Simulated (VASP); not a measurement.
Consider the following.

```xyz
2
Lattice="2.8243 0.0000 0.0000 0.0000 2.8243 0.0000 0.0000 0.0000 2.8243" Properties=species:S:1:pos:R:3 pbc="T T T"
Sb     0.0000     0.0000     0.0000
N      1.4121     1.4121     1.4121
```

Calculation: PBE GGA, VASP's PBE PAW potentials (set 64) (plane waves; VASP). Settings: 520 eV cut-off, 11×11×11 Γ-centred mesh, Gaussian smearing of 0.050 eV, potentials Sb N.

Gaps are read on the run's mesh, which can miss a band edge. Unless said otherwise, spin-orbit coupling is left out, though it shifts the bands of the heavy elements here.

Task: What does the run give for the energy per atom (σ→0), pressure, band gap (on the k-mesh) with the smallest direct gap where there is one?

Result: 
```json
{
 "band gap (on the k-mesh)": "none (metal, semimetal or under 0.01 eV)",
 "energy per atom (σ→0)": "-424.4 kJ/mol of atoms",
 "pressure": "53.83 GPa"
}
```

The absolute energy has meaning only against runs of the same code, potentials and settings.

The structure was generated: SbN was put into the CsCl type (Pm-3m), which need not be its known phase. The cell was not relaxed at this level. The run is one of a series of settings (KPOINTS 11×11×11 Γ-centred mesh against the base run), some of them coarse on purpose.
